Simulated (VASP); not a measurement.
Method: r2SCAN meta-GGA, VASP's PBE PAW potentials (set 64) (plane waves; VASP).

Input for VASP

**POSCAR**
```
Li(211) slab
1.0
  3.0025223692   0.0000000000   0.0000000000
  0.0000000000   4.9030976139   0.0000000000
  0.0000000000   0.0000000000  24.8090229424
Li
7
Direct
  0.5000000000   0.5000000000   0.3288440000
  0.8333330000   0.0000000000   0.3858960000
  0.1666670000   0.5000000000   0.4429480000
  0.5000000000   0.0000000000   0.5000000000
  0.8333330000   0.5000000000   0.5570520000
  0.1666670000   0.0000000000   0.6141040000
  0.5000000000   0.5000000000   0.6711560000
```

INCAR:
```
ALGO = Normal
DIPOL = 0.5 0.5 0.5
EDIFF = 1E-5
EDIFFG = -0.03
ENCUT = 450
IBRION = 2
IDIPOL = 3
ISIF = 2
ISMEAR = 1
LASPH = .TRUE.
LCHARG = .FALSE.
LDIPOL = .TRUE.
LMIXTAU = .TRUE.
LREAL = .FALSE.
LWAVE = .TRUE.
METAGGA = R2SCAN
NELM = 100
NELMIN = 4
NSW = 50
PREC = Normal
SIGMA = 0.1
SYSTEM = Li(211) slab
```

### KPOINTS
```
Automatic mesh
0
Gamma
9 6 1
0 0 0
```

POTCAR, in this order: Li_sv (PBE.64 set). Program: vasp_std.

The run wrote:

OUTCAR:
```
 ion  position               nearest neighbor table
   1  0.500  0.500  0.329-
   2  0.833  0.000  0.386-
   3  0.167  0.500  0.443-
   4  0.500  0.000  0.500-
   5  0.833  0.500  0.557-
   6  0.167  0.000  0.614-
   7  0.500  0.500  0.671-
  LATTYP: Found a simple orthorhombic cell.
 ALAT       =     3.0025223692
 B/A-ratio  =     1.6329928677
 C/A-ratio  =     8.2627270980
 Subroutine PRICEL returns:
 Original cell was already a primitive cell.
 Subroutine GETGRP returns: Found  4 space group operations
The static configuration has the point symmetry C_2h.
The dynamic configuration has the point symmetry C_2h.
 Subroutine INISYM returns: Found  4 space group operations
 Subroutine IBZKPT returns following result:
 Found     20 irreducible k-points:

 Following reciprocal coordinates:
            Coordinates               Weight
  0.000000  0.000000  0.000000      1.000000
  0.111111  0.000000  0.000000      2.000000
...
```

File OSZICAR:
```
...
DAV:   8    -0.156579404253E+02    0.59505E-04   -0.60880E-06   382   0.256E-02    0.643E-04
DAV:   9    -0.156579822428E+02   -0.41818E-04   -0.32008E-06   352   0.199E-02    0.360E-04
DAV:  10    -0.156580037142E+02   -0.21471E-04   -0.18728E-06   340   0.134E-02    0.164E-04
DAV:  11    -0.156580356460E+02   -0.31932E-04   -0.14911E-06   340   0.115E-02    0.140E-04
DAV:  12    -0.156580282797E+02    0.73664E-05   -0.82193E-07   340   0.887E-03
   7 F= -.15658028E+02 E0= -.15657228E+02  d E =-.285063E-02
       N       E                     dE             d eps       ncg     rms          rms(c)
DAV:   1    -0.156581477085E+02   -0.11206E-03   -0.23261E-01   560   0.566E+00    0.125E-02
DAV:   2    -0.156596364481E+02   -0.14887E-02   -0.21017E-03   566   0.475E-01    0.823E-03
DAV:   3    -0.156584001522E+02    0.12363E-02   -0.58829E-04   560   0.278E-01    0.545E-03
DAV:   4    -0.156583275465E+02    0.72606E-04   -0.14723E-04   584   0.106E-01    0.241E-03
DAV:   5    -0.156580812714E+02    0.24628E-03   -0.73228E-05   560   0.790E-02    0.872E-04
DAV:   6    -0.156582698375E+02   -0.18857E-03   -0.78826E-05   560   0.817E-02    0.736E-04
DAV:   7    -0.156582111372E+02    0.58700E-04   -0.90052E-06   418   0.319E-02    0.424E-04
DAV:   8    -0.156582232247E+02   -0.12088E-04   -0.66396E-06   400   0.264E-02    0.271E-04
DAV:   9    -0.156581685345E+02    0.54690E-04   -0.25348E-06   364   0.182E-02    0.196E-04
DAV:  10    -0.156581763324E+02   -0.77978E-05   -0.84561E-07   334   0.968E-03
   8 F= -.15658176E+02 E0= -.15657394E+02  d E =-.299868E-02
       N       E                     dE             d eps       ncg     rms          rms(c)
DAV:   1    -0.156580320614E+02    0.13647E-03   -0.18075E+00   560   0.170E+01    0.357E-02
DAV:   2    -0.156599930078E+02   -0.19609E-02   -0.15629E-02   590   0.131E+00    0.193E-02
DAV:   3    -0.156587815949E+02    0.12114E-02   -0.40204E-03   560   0.729E-01    0.158E-02
DAV:   4    -0.156590676934E+02   -0.28610E-03   -0.58529E-04   594   0.262E-01    0.141E-02
DAV:   5    -0.156595065095E+02   -0.43882E-03   -0.34081E-04   584   0.187E-01    0.910E-03
DAV:   6    -0.156597264656E+02   -0.21996E-03   -0.63136E-04   578   0.279E-01    0.259E-03
DAV:   7    -0.156593470427E+02    0.37942E-03   -0.25905E-04   560   0.179E-01    0.238E-03
DAV:   8    -0.156593936573E+02   -0.46615E-04   -0.26349E-05   422   0.518E-02    0.194E-03
DAV:   9    -0.156594837149E+02   -0.90058E-04   -0.64449E-05   560   0.675E-02    0.856E-04
DAV:  10    -0.156595405745E+02   -0.56860E-04   -0.21651E-05   432   0.502E-02    0.489E-04
DAV:  11    -0.156594757083E+02    0.64866E-04   -0.45438E-06   370   0.216E-02    0.365E-04
DAV:  12    -0.156594503791E+02    0.25329E-04   -0.16909E-06   346   0.141E-02    0.232E-04
DAV:  13    -0.156594229754E+02    0.27404E-04   -0.17976E-06   340   0.129E-02    0.379E-04
DAV:  14    -0.156594057064E+02    0.17269E-04   -0.32134E-06   382   0.175E-02    0.312E-04
DAV:  15    -0.156594112450E+02   -0.55386E-05   -0.87675E-07   340   0.913E-03
   9 F= -.15659411E+02 E0= -.15658573E+02  d E =-.123491E-02
       N       E                     dE             d eps       ncg     rms          rms(c)
DAV:   1    -0.156574288374E+02    0.19769E-02   -0.51726E+00   560   0.288E+01    0.752E-02
DAV:   2    -0.156554221703E+02    0.20067E-02   -0.48657E-02   572   0.221E+00    0.349E-02
DAV:   3    -0.156585166416E+02   -0.30945E-02   -0.13330E-02   566   0.126E+00    0.246E-02
DAV:   4    -0.156598224240E+02   -0.13058E-02   -0.31151E-03   566   0.632E-01    0.202E-02
DAV:   5    -0.156604481527E+02   -0.62573E-03   -0.10106E-03   572   0.393E-01    0.152E-02
DAV:   6    -0.156622939162E+02   -0.18458E-02   -0.14434E-03   578   0.473E-01    0.518E-03
DAV:   7    -0.156616359309E+02    0.65799E-03   -0.64271E-04   560   0.309E-01    0.333E-03
DAV:   8    -0.156616755776E+02   -0.39647E-04   -0.16347E-04   560   0.145E-01    0.265E-03
DAV:   9    -0.156616574002E+02    0.18177E-04   -0.17570E-05   592   0.292E-02    0.310E-03
DAV:  10    -0.156616422317E+02    0.15169E-04   -0.26769E-06   352   0.184E-02    0.340E-03
DAV:  11    -0.156616339417E+02    0.82900E-05   -0.16106E-06   334   0.152E-02
  10 F= -.15661634E+02 E0= -.15660720E+02  d E =-.345761E-02
       N       E                     dE             d eps       ncg     rms          rms(c)
DAV:   1    -0.156612561944E+02    0.38604E-03   -0.13768E+00   560   0.128E+01    0.281E-02
DAV:   2    -0.156612260570E+02    0.30137E-04   -0.10577E-02   578   0.926E-01    0.162E-02
DAV:   3    -0.156611878564E+02    0.38201E-04   -0.26280E-03   560   0.545E-01    0.992E-03
DAV:   4    -0.156618023622E+02   -0.61451E-03   -0.56134E-04   566   0.249E-01    0.654E-03
DAV:   5    -0.156619339619E+02   -0.13160E-03   -0.14837E-04   672   0.107E-01    0.298E-03
DAV:   6    -0.156618632551E+02    0.70707E-04   -0.58700E-05   488   0.671E-02    0.129E-03
DAV:   7    -0.156617995979E+02    0.63657E-04   -0.25775E-05   408   0.514E-02    0.782E-04
DAV:   8    -0.156619079666E+02   -0.10837E-03   -0.11338E-05   430   0.323E-02    0.612E-04
DAV:   9    -0.156618201962E+02    0.87770E-04   -0.46807E-06   376   0.263E-02    0.233E-04
DAV:  10    -0.156618417241E+02   -0.21528E-04   -0.10220E-06   280   0.113E-02    0.155E-04
DAV:  11    -0.156618365879E+02    0.51362E-05   -0.75129E-07   304   0.932E-03
  11 F= -.15661837E+02 E0= -.15660919E+02  d E =-.202646E-03
       N       E                     dE             d eps       ncg     rms          rms(c)
DAV:   1    -0.156618400188E+02    0.17053E-05   -0.15500E-03   560   0.430E-01    0.760E-04
DAV:   2    -0.156618741132E+02   -0.34094E-04   -0.14154E-05   388   0.387E-02    0.483E-04
DAV:   3    -0.156618599240E+02    0.14189E-04   -0.46411E-06   352   0.247E-02    0.336E-04
DAV:   4    -0.156618426127E+02    0.17311E-04   -0.90809E-07   280   0.110E-02    0.193E-04
DAV:   5    -0.156618515338E+02   -0.89211E-05   -0.55428E-07   280   0.765E-03
  12 F= -.15661852E+02 E0= -.15660934E+02  d E =-.217592E-03
       N       E                     dE             d eps       ncg     rms          rms(c)
DAV:   1    -0.156623984513E+02   -0.55584E-03   -0.59148E-01   560   0.102E+01    0.246E-02
DAV:   2    -0.156635434880E+02   -0.11450E-02   -0.56562E-03   576   0.874E-01    0.149E-02
DAV:   3    -0.156626958409E+02    0.84765E-03   -0.15318E-03   560   0.464E-01    0.962E-03
DAV:   4    -0.156627592986E+02   -0.63458E-04   -0.57024E-04   578   0.192E-01    0.542E-03
DAV:   5    -0.156622469655E+02    0.51233E-03   -0.24796E-04   560   0.146E-01    0.166E-03
DAV:   6    -0.156626043473E+02   -0.35738E-03   -0.22508E-04   560   0.140E-01    0.155E-03
DAV:   7    -0.156625093019E+02    0.95045E-04   -0.42663E-05   564   0.687E-02    0.858E-04
DAV:   8    -0.156625304922E+02   -0.21190E-04   -0.12198E-05   400   0.367E-02    0.577E-04
DAV:   9    -0.156625517302E+02   -0.21238E-04   -0.34465E-06   364   0.199E-02    0.369E-04
DAV:  10    -0.156625206224E+02    0.31108E-04   -0.26487E-06   346   0.182E-02    0.178E-04
DAV:  11    -0.156625181995E+02    0.24229E-05   -0.10998E-06   334   0.106E-02
  13 F= -.15662518E+02 E0= -.15661653E+02  d E =-.666666E-03
       N       E                     dE             d eps       ncg     rms          rms(c)
DAV:   1    -0.156625018432E+02    0.18779E-04   -0.12820E-01   560   0.472E+00    0.118E-02
DAV:   2    -0.156631065167E+02   -0.60467E-03   -0.13207E-03   576   0.431E-01    0.737E-03
DAV:   3    -0.156627220170E+02    0.38450E-03   -0.42851E-04   560   0.252E-01    0.468E-03
DAV:   4    -0.156626308299E+02    0.91187E-04   -0.19587E-04   572   0.117E-01    0.232E-03
DAV:   5    -0.156623859639E+02    0.24487E-03   -0.81571E-05   560   0.817E-02    0.753E-04
DAV:   6    -0.156624758506E+02   -0.89887E-04   -0.89278E-05   566   0.817E-02    0.768E-04
DAV:   7    -0.156624840244E+02   -0.81738E-05   -0.10417E-05   406   0.323E-02
  14 F= -.15662484E+02 E0= -.15661646E+02  d E =-.632491E-03
```

File OUTCAR:
```
------------------------ aborting loop because EDIFF is reached ----------------------------------------
  FORCE on cell =-STRESS in cart. coord.  units (eV):
  Direction    XX          YY          ZZ          XY          YZ          ZX
  --------------------------------------------------------------------------------------
  Total       -0.9977686     -1.5078695     -1.2464385      0.0000000      0.0000000      0.0014481
  in kB       -4.3769739     -6.6146654     -5.4678296      0.0000000      0.0000000      0.0063526
  external PRESSURE =      -5.4864896 kB  Pullay stress =       0.0000000 kB
  volume of cell :      365.23
      direct lattice vectors                 reciprocal lattice vectors
     3.002522369  0.000000000  0.000000000     0.333053306  0.000000000  0.000000000
     0.000000000  4.903097614  0.000000000     0.000000000  0.203952701  0.000000000
     0.000000000  0.000000000 24.809022942     0.000000000  0.000000000  0.040307915
 POSITION                                       TOTAL-FORCE (eV/Angst)
 -----------------------------------------------------------------------------------
      1.42401      2.45155      8.18655         0.019033      0.000000     -0.011228
      2.50441      0.00000      9.57252        -0.005548     -0.000000     -0.000272
      0.50221      2.45155     10.97829         0.019157      0.000000     -0.021225
      1.50126      0.00000     12.40451         0.000000      0.000000     -0.000000
      2.50032      2.45155     13.83074        -0.019157      0.000000      0.021225
      0.49812      0.00000     15.23650         0.005548      0.000000      0.000272
      1.57852      2.45155     16.62247        -0.019033      0.000000      0.011228
 -----------------------------------------------------------------------------------
    total drift:                                0.000000      0.000000      0.000000
  FREE ENERGIE OF THE ION-ELECTRON SYSTEM (eV)
  ---------------------------------------------------
  free  energy   TOTEN  =       -15.6624840244 eV

  energy  without entropy=      -15.6599703253  energy(sigma->0) =      -15.66164612

 reached required accuracy - stopping structural energy minimisation
```
(Selected blocks of OUTCAR.)

**CONTCAR**
```
Li(211) slab
   1.00000000000000
     3.0025223691999998    0.0000000000000000    0.0000000000000000
     0.0000000000000000    4.9030976139000000    0.0000000000000000
     0.0000000000000000    0.0000000000000000   24.8090229423999986
  Li
     7
Direct
     0.4742699813983922    0.5000000000000000    0.3299827685191411
     0.8341008514016259    0.0000000000000000    0.3858483714787329
     0.1672618149694637    0.5000000000000000    0.4425118929171938
     0.5000000000000000    0.0000000000000000    0.5000000000000000
     0.8327381850305361    0.5000000000000000    0.5574881070828061
     0.1658991485983741    0.0000000000000000    0.6141516285212671
     0.5257300186016078    0.5000000000000000    0.6700172314808587
```

OUTCAR:
```
 val. band max:       -1.4675405728   @ k =   0.2222   0.3333   0.0000

 cond. band min:      -1.3985364098   @ k =   0.3333   0.3333   0.0000


 Fermi energy:        -1.4413645071

 k-point     1 :       0.0000    0.0000    0.0000
  band No.  band energies     occupation
      1     -50.4974      2.00000
      2     -50.4974      2.00000
      3     -49.7616      2.00000
      4     -49.7614      2.00000
      5     -49.6977      2.00000
      6     -49.6658      2.00000
      7     -49.6628      2.00000
      8      -5.0386      2.00000
      9      -4.4068      2.00000
     10      -3.3379      2.00000
     11      -2.1201      2.00000
     12      -0.9488     -0.00000
     13      -0.9392     -0.00000
     14      -0.1344     -0.00000

 k-point     2 :       0.1111    0.0000    0.0000
  band No.  band energies     occupation
      1     -50.4965      2.00000
      2     -50.4965      2.00000
      3     -49.7607      2.00000
      4     -49.7605      2.00000
      5     -49.6967      2.00000
      6     -49.6649      2.00000
      7     -49.6619      2.00000
      8      -4.8715      2.00000
      9      -4.2373      2.00000
     10      -3.1628      2.00000
     11      -1.9304      2.00000
     12      -0.7419     -0.00000
     13      -0.7215     -0.00000
     14       0.0827     -0.00000

 k-point     3 :       0.2222    0.0000    0.0000
  band No.  band energies     occupation
      1     -50.4943      2.00000
      2     -50.4943      2.00000
      3     -49.7584      2.00000
      4     -49.7582      2.00000
      5     -49.6943      2.00000
      6     -49.6629      2.00000
      7     -49.6597      2.00000
      8      -4.3710      2.00000
      9      -3.7344      2.00000
     10      -2.6469      2.00000
     11      -1.3791      0.13977
     12      -0.1383     -0.00000
     13      -0.0690     -0.00000
     14       0.7328      0.00000

 k-point     4 :       0.3333    0.0000    0.0000
  band No.  band energies     occupation
...
```

At this cut-off the stress carries a Pulay error, which pulls relaxed volumes low.

The cell is a thin slab with vacuum, built from Li (bcc): (211) face. VASP warned that the highest band is occupied, so more bands are needed.
